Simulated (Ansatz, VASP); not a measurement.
# Cross-check of Ti between VASP and Ansatz

One calculation is typed for both programs; each brings its own data sets and cutoff. How far apart do they land?

Main program and level: Ansatz 0.2.0; plane waves, with VASP 6.6.1 beside it; single point at PBEsol.

### Step 1. Set-up

Symmetry: P6_3/mmc, No. 194, hexagonal system. The conventional cell has a = 2.896 Å, b = 2.896 Å, c = 4.579 Å, α = 90.00°, β = 90.00°, γ = 120.00°. Nearest to Ti lie 12 Ti at 2.83 to 2.90 Å.

### Step 2. VASP: single point, PBEsol

A single point gives forces, pressure and levels at one fixed geometry, so differences don't come from the geometry; what else differs is listed under the comparison.

Lines of VASP's logs that name or quote its potential files are left out, and so is its time.

INCAR reads:

```
SYSTEM = Ti
PREC = Accurate
ENCUT = 450
EDIFF = 1E-08
NELM = 100
ISMEAR = -5
SIGMA = 0.15
LREAL = .FALSE.
ALGO = Normal
GGA = PS
NBANDS = 28
LASPH = .TRUE.
LORBIT = 11
LWAVE = .FALSE.
LCHARG = .FALSE.
KPAR = 2
ISIF = 2
NEDOS = 3001
```

POSCAR reads:

```
Ti
1.0
    2.8961248741      0.0000000000      0.0000000000
   -1.4480624371      2.5081177136      0.0000000000
    0.0000000000      0.0000000000      4.5787067092
Ti
2
Direct
    0.0000000000      0.0000000000      0.0000000000
    0.3333333333      0.6666666667      0.5000000000
```

KPOINTS reads:

```
Automatic mesh
0
Gamma
30 30 18
0 0 0
```

The projector-augmented-wave data sets are Ti_sv (PBE family, release 64).

Started as:

```
$ mpirun -np 2 vasp_std
```

Numbers of over 12 decimals in the logs are rounded to 6 here.

Log:

```text
[banner, memory and clock lines left out]
running    2 mpi-ranks, on    1 nodes
 distrk:  each k-point on    1 cores,    2 groups
 distr:  one band on    1 cores,    1 groups

 POSCAR found type information on POSCAR Ti
 POSCAR found :  1 types and       2 ions
|                                                                             |
|               ----> ADVICE to this user running VASP <----                  |
|                                                                             |
|     You enforced a specific xc type in the INCAR file but a different       |
|     [... a line on the potential file left out ...]
|     I HOPE YOU KNOW WHAT YOU ARE DOING!                                     |
|                                                                             |

 LDA part: xc-table for (Slater+PW92), standard interpolation
 POSCAR, INCAR and KPOINTS ok, starting setup
 FFT: planning ... GRIDC
 FFT: planning ... GRID_SOFT
 FFT: planning ... GRID
 WAVECAR not read
 entering main loop
       N       E                     dE             d eps       ncg     rms          rms(c)
DAV:   1     0.264320183979E+03    0.26432E+03   -0.10168E+04 51192   0.976E+02
DAV:   2     0.662065380357E+01   -0.25770E+03   -0.24671E+03 51168   0.313E+02
DAV:   3    -0.182442487777E+02   -0.24865E+02   -0.24280E+02 87168   0.880E+01
DAV:   4    -0.188850631801E+02   -0.64081E+00   -0.63698E+00 57892   0.142E+01
DAV:   5    -0.188964995417E+02   -0.11436E-01   -0.11435E-01 58032   0.177E+00    0.130E+01
DAV:   6    -0.166884706263E+02    0.22080E+01   -0.27979E+00 55836   0.191E+01    0.315E+00
DAV:   7    -0.166564470299E+02    0.32024E-01   -0.42424E-01 74284   0.412E+00    0.212E+00
DAV:   8    -0.166798326431E+02   -0.23386E-01   -0.14421E-01 52932   0.342E+00    0.679E-01
DAV:   9    -0.166742913264E+02    0.55413E-02   -0.17362E-02 67740   0.133E+00    0.124E-01
DAV:  10    -0.166746840152E+02   -0.39269E-03   -0.14557E-03 60912   0.209E-01    0.579E-02
DAV:  11    -0.166747175762E+02   -0.33561E-04   -0.12964E-04 61860   0.592E-02    0.263E-02
DAV:  12    -0.166747145897E+02    0.29865E-05   -0.88283E-06 56344   0.283E-02    0.722E-03
DAV:  13    -0.166747137218E+02    0.86790E-06   -0.22544E-06 53964   0.107E-02    0.275E-03
DAV:  14    -0.166747140803E+02   -0.35851E-06   -0.41565E-08 55968   0.115E-03    0.148E-03
DAV:  15    -0.166747140055E+02    0.74891E-07   -0.57432E-08 54296   0.178E-03    0.478E-05
DAV:  16    -0.166747139869E+02    0.18509E-07   -0.23947E-09 32940   0.251E-04    0.463E-05
DAV:  17    -0.166747139798E+02    0.71018E-08   -0.28937E-10 27344   0.113E-04
   1 F= -.16674714E+02 E0= -.16674714E+02  d E =0.000000E+00
|                                                                             |
|           W    W    AA    RRRRR   N    N  II  N    N   GGGG   !!!           |
|           W    W   A  A   R    R  NN   N  II  NN   N  G    G  !!!           |
|           W    W  A    A  R    R  N N  N  II  N N  N  G       !!!           |
|           W WW W  AAAAAA  RRRRR   N  N N  II  N  N N  G  GGG   !            |
|           WW  WW  A    A  R   R   N   NN  II  N   NN  G    G                |
|           W    W  A    A  R    R  N    N  II  N    N   GGGG   !!!           |
|                                                                             |
|     Tetrahedron method does not include variations of the Fermi             |
|     occupations, so forces and stress will be inaccurate. We suggest        |
|     using a different smearing scheme ISMEAR = 1 or 2 for metals in         |
|     relaxations.                                                            |
|                                                                             |
```

Parts of OUTCAR (step 2):

```text
ion  position               nearest neighbor table
   1  0.000  0.000  0.000-   2 2.83   2 2.83   2 2.83   2 2.83   2 2.83   2 2.83
   2  0.333  0.667  0.500-   1 2.83   1 2.83   1 2.83   1 2.83   1 2.83   1 2.83

  LATTYP: Found a hexagonal cell.
 ALAT       =     2.8961248741
 C/A-ratio  =     1.5809769634

 Subroutine GETGRP returns: Found 24 space group operations
 (whereof 12 operations were pure point group operations)

The static configuration has the point symmetry D_3h.
 The point group associated with its full space group is D_6h.

 Found    910 irreducible k-points:

   k-points           NKPTS =    910   k-points in BZ     NKDIM =    910   number of bands    NBANDS=     28

   dimension x,y,z NGX =    20 NGY =   20 NGZ =   32
   dimension x,y,z NGXF=    40 NGYF=   40 NGZF=   64

   ENCUT  =  450.0 eV  33.07 Ry    5.75 a.u.   5.01  5.01  7.92*2*pi/ulx,y,z

   NELECT =      24.0000    total number of electrons

 k-points in reciprocal lattice and weights: Automatic mesh
   0.00000000  0.00000000  0.00000000       0.000
   0.03333333  0.00000000  0.00000000       0.000
   0.06666667 -0.00000000  0.00000000       0.000
   0.10000000 -0.00000000  0.00000000       0.000
   0.13333333  0.00000000  0.00000000       0.000
   0.16666667 -0.00000000  0.00000000       0.000
   0.20000000 -0.00000000  0.00000000       0.000
   0.23333333 -0.00000000  0.00000000       0.000
   0.26666667  0.00000000  0.00000000       0.000
[...]
0.33333333  0.30000000  0.50000000       0.001
   0.33333333  0.33333333  0.50000000       0.000

 average (electrostatic) potential at core
       1 -71.7407       2 -71.7407

 E-fermi :   8.6932

 k-point     1 :       0.0000    0.0000    0.0000
  band No.  band energies     occupation
    ...
      6     -23.8036      2.00000
      7     -23.7670      2.00000
      8     -23.7670      2.00000
      9       2.3704      2.00000
     10       5.8743      2.00000
     11       9.4692      0.00000
     12       9.4692      0.00000
     13       9.5975      0.00000
     14       9.6091      0.00000
     15      10.0061      0.00000
    ...

 k-point     2 :       0.0333    0.0000    0.0000
  band No.  band energies     occupation
    ...
      6     -23.8048      2.00000
      7     -23.7732      2.00000
      8     -23.7678      2.00000
      9       2.4036      2.00000
     10       5.9006      2.00000
     11       9.3743      0.00000
     12       9.4927      0.00000
     13       9.5233      0.00000
     14       9.6901      0.00000
     15       9.9884      0.00000
    ...

 k-point     3 :       0.0667   -0.0000    0.0000
  band No.  band energies     occupation
    ...
      6     -23.8084      2.00000
      7     -23.7915      2.00000
      8     -23.7700      2.00000
      9       2.5013      2.00000
     10       5.9779      2.00000
     11       9.2153      0.00000
     12       9.3241      0.00000
     13       9.5628      0.00000
     14       9.8064      0.00000
     15       9.9409      0.00000
    ...

  Total       -0.0103766     -0.0103766      0.0180762      0.0000000      0.0000000     -0.0000000
  in kB       -0.4998695     -0.4998695      0.8707840      0.0000000      0.0000000     -0.0000000
  external PRESSURE =      -0.0429850 kB  Pullay stress =       0.0000000 kB

  energy-cutoff  :      450.00
  volume of cell :       33.26
      direct lattice vectors                 reciprocal lattice vectors
     2.896124874  0.000000000  0.000000000     0.345288979  0.199352685  0.000000000
    -1.448062437  2.508117714  0.000000000     0.000000000  0.398705370  0.000000000
     0.000000000  0.000000000  4.578706709     0.000000000  0.000000000  0.218402283

 POSITION                                       TOTAL-FORCE (eV/Angst)
 -----------------------------------------------------------------------------------
      0.00000      0.00000      0.00000         0.000000      0.000000      0.000000
     -0.00000      1.67208      2.28935        -0.000000      0.000000      0.000000
 -----------------------------------------------------------------------------------
    total drift:                               -0.000000      0.000000     -0.000000

  FREE ENERGIE OF THE ION-ELECTRON SYSTEM (eV)
  ---------------------------------------------------
  free  energy   TOTEN  =       -16.6747139798 eV

  energy  without entropy=      -16.6747139798  energy(sigma->0) =      -16.67471398

 total charge
# of ion       s       p       d       tot
------------------------------------------
    1        2.260   6.130   1.916  10.306
    2        2.260   6.130   1.916  10.306
--------------------------------------------------
tot          4.520  12.261   3.831  20.611

[... 3 further parts left out ...]
```

With tetrahedra the forces and stress of a metal are not exact derivatives of the energy.

### Step 3. Ansatz: single point, PBEsol

Ansatz runs on its default PAW (the set named soft_2) files.

The same cell, functional, mesh and smearing now go to Ansatz, which takes its cutoff from its data sets.

input.yaml reads:

```yaml
crystal:
  lattice:
    - [2.8961248741, 0.0, 0.0]
    - [-1.4480624371, 2.5081177136, 0.0]
    - [0.0, 0.0, 4.5787067092]
  atoms:
    - { symbol: Ti, position: [0.0, 0.0, 0.0] }
    - { symbol: Ti, position: [0.3333333333, 0.6666666667, 0.5] }
hamiltonian:
  xc: pbesol
  pseudopotentials: { kind: paw }
kpoints:
  mp_grid: { grid: [30, 30, 18] }
scf:
  occupations: { method: tetrahedron }
output:
  forces: true
  stress: true
  write_density: true
  write_potential: true
  elf: true
  volumetric_format: npy
```

Started as:

```
$ ansatz run input.yaml --threads 2 --pin off --max-ram 4608MiB --backend cpu --events-out ev --progress --plain --runs-dir out
```

Log:

```text
Warning: output.forces, output.stress, relax.cell or npt_langevin: where a Kohn–Sham band that disperses or a degenerate level is filled in part under the method tetrahedron, the forces or the stress that this run publishes need not agree with its energy (scf.occupations.method in the input reference, under Limitations); prefer a smearing scheme for the forces or the stress
Engine: ansatz 0.2.0, aarch64-unknown-linux-gnu
Pseudopotentials: kind: paw
Pseudopotential: Ti, paw, valence charge 12, recommended cutoff 420 eV (normal), Ti.paw.azcp
Functional definition: PBEsol
  exchange = pbesol_x
  correlation = pbesol_c
Crystal: 2 atoms, lattice volume = 33.259 Å³
Basis set: ecut = 420 eV, 627 PW (Γ), exchange–correlation on 40×40×64 points (8 copies of the dense FFT grid, shifted against one another)
Bands: 16, of which v1, the nominal top of the filled ones, is band 12 counted from 1 (11 counted from 0)
Symmetry: 24 space group operations
Space group: P63/mmc (ITA 194), of the structure as read, at distance tolerance 3.2e-5 Å
k-points: 910 of 16200
Non-local potential: Ti, projectors of the file, l = 0: 3, l = 1: 2, l = 2: 3, l = 3: 1
PAW form: soft (Blöchl's): semilocal exchange-correlation on the pseudo side does not see the compensation charge
PAW frozen core: Ti, regenerated for the run's functional, and the local potential with it (the file was generated under x = pbe(κ = 0.804, μ = 0.219515), c = pbe(β = 0.066725))
PAW one-centre angular grid: Ti, 590 points (default); XC on 64 Gauss nodes
Initial density: superposition of atomic densities (neutral atoms: chi_scale 0, normalization atom), corrected by the library's trained network
Initial wavefunctions: pseudopotential atomic-orbital guess
Functional: x = pbesol(κ = 0.804, μ = 0.123457), c = pbesol(β = 0.046)
SCF iter   1: F=—  HF=-4947.799696 eV  |F-HF|=—  |Δ(HF+E_count)|=         —  Δρ=8.68e-3  dr2=1.88e-2  ethr=1.77e-3  ⟨swp⟩=4.2  Hψ=58842  notcnv=0
preconditioner: auto → none  [metal: no gap  n_scr=8 (ndim 8)  ℏωp=18.2 eV  f_vac=0.000  sad-step TF]
SCF iter   2: F=—  HF=-4947.793667 eV  |F-HF|=—  |Δ(HF+E_count)|=   6.03e-3  Δρ=3.15e-3  dr2=2.15e-3  ethr=7.83e-5  ⟨swp⟩=2.6  Hψ=30862  notcnv=0  defer=76
SCF iter   3: F=—  HF=-4947.793115 eV  |F-HF|=—  |Δ(HF+E_count)|=   5.52e-4  Δρ=6.35e-4  dr2=3.96e-5  ethr=8.95e-6  ⟨swp⟩=2.1  Hψ=21969  notcnv=0  defer=76
SCF iter   4: F=—  HF=-4947.793112 eV  |F-HF|=—  |Δ(HF+E_count)|=   2.78e-6  Δρ=1.32e-4  dr2=3.72e-6  ethr=1.65e-7  ⟨swp⟩=2.7  Hψ=24829  notcnv=0  defer=76
SCF iter   5: F=-4947.793113 eV  HF=-4947.793113 eV  |F-HF|=5.26e-8  |Δ(HF+E_count)|=   4.27e-7  Δρ=2.56e-5  dr2=5.82e-8  ethr=4.17e-10  ⟨swp⟩=5.1  Hψ=86112  notcnv=0
SCF 1 converged in 5 iterations: F = -4947.793113 eV  dr2 = 5.82e-8
  greatest PAW one-centre occupation: 0.999 electrons in one spin orbital (limit 2), on the Ti atom at site 1 (counted from 0), in its partial waves of l = 0
SCF converged after 5 iterations
Stability not checked: this state was not tested for a lower state beside it, because cold or Methfessel-Paxton smearing, or corrected tetrahedra, fill the levels in a way that the test cannot read (fill_not_monotonic; see scf.lower_state_search)
Free energy (F): -4947.793113 eV
Harris-Foulkes:  -4947.793113 eV  (|F-HF|=5.26e-8)
Internal energy: -4947.793105 eV  (E = F + TS)
E sigma→0 (E₀):  -4947.793113 eV
Entropy (-TS):   -0.000007 eV (-0.004 meV/atom)
Fermi energy:    13.968146 eV
--- Per-component energies (eV) ---
  E_band       = -297.818946
  E_kinetic    = 546.421647
  E_local      = -1578.543019  (includes V_loc(G=0)·N_el)
  E_nonlocal   = 18.788056
  E_hartree    = 650.308362
  E_xc         = -193.989959
  E_vxc        = -243.794378  (∫ρ·V_xc dr)
  E_paw        = -2045.156905  (= ΣΔE_a)
  E_vpaw       = -341.306349  (= ΣTr[D̂ρ^β])
  E_aug_tail   = 0.000208  (compensation charges beyond the density's cutoff)
  E_ewald      = -2345.900264
  E_core_change = 0.278769  (= ΣΔE_core)
  E_smearing   = -0.000007  (= −TS)
  E_closure    = -0.000000  (closes the sum)
  Σ components = -4947.793113   (vs F -4947.793113, Δ=0.00e0)
--- Forces (eV/Å), atoms counted from 1 ---
  atom   1  Ti    -0.00000000    -0.00000000     0.00000000
  atom   2  Ti     0.00000000     0.00000000     0.00000000
  max |Σ_I F_I| component: 7.40e-17 eV/Å
--- Stress (GPa, compression-positive) ---
        0.626602      -0.000000       0.000000
        0.000000       0.626602       0.000000
        0.000000       0.000000       0.752506
  P = ⅓ Tr σ = 0.6686 GPa (6.686 kbar)
--- Band table (eV; the first three rows and the last of 910) ---
  k-point 0: bands = [... 8 lower, 7.6660, 11.1523, 14.7478, 14.7478, 14.8607, 14.8910, 15.2873, 15.2873]
  k-point 1: bands = [... 8 lower, 7.6934, 11.1423, 14.7317, 14.7317, 14.8087, 14.8752, 15.2710, 15.2710]
  k-point 2: bands = [... 8 lower, 7.7752, 11.1094, 14.6669, 14.6916, 14.6916, 14.8289, 15.2247, 15.2247]
  k-point 909: bands = [... 8 lower, 12.6377, 12.6377, 12.8032, 12.8032, 13.7590, 13.7590, 15.7095, 15.7095]
```

The job ended after 21 s (2 threads of Arm Neoverse N1, shared host; peak memory 0.63 GiB).

The run ends at a pressure of 0.67 GPa.

### Step 4. Comparison

Known differences besides the potentials themselves: the cutoff is 420 eV in Ansatz and 450 eV in VASP; Ansatz makes its cores anew for this functional, VASP keeps those of its PBE data sets. Total energies have different zeros and are not compared.

Both answers:

```csv
quantity,Ansatz,VASP,difference
pressure (GPa),0.67,0.00,+0.67
```

### Step 5. Further runs

Further runs change the set-up of one program: Ansatz's method, potentials or start, or VASP's data sets, cutoff or form of LDA. The table gives Ansatz less VASP for each quantity, since a change that brings one quantity closer may part another.

```csv
run,pressure (GPa)
as above,0.67
Ansatz's all-electron LAPW method,0.67
```

### Step 6. Summary of results

| Quantity | Value |
| --- | --- |
| difference in pressure (single point, PBEsol) | 0.67 GPa |

What this shows: The difference in pressure is 0.67 GPa (single point, PBEsol), within the 1 GPa picked in this series as the mark of a large difference. For single point, PBEsol, no further run moves any of the tabulated differences by more than a quarter of its size. How closely two codes agree says nothing of how well the functional describes the real material.

[Lines on the potential files, build, host, timing and source positions are cut from VASP's logs without a mark.]

[Logs are printed without paths, hosts, clocks, repeated set-up lines and the standing remarks that a program may print on its own settings, such as how far it seeks lower states.]

[Hosts, paths, dates, database ids (printed as entryN), source tags and the programs' standing remarks are cut or masked in the printed files.]
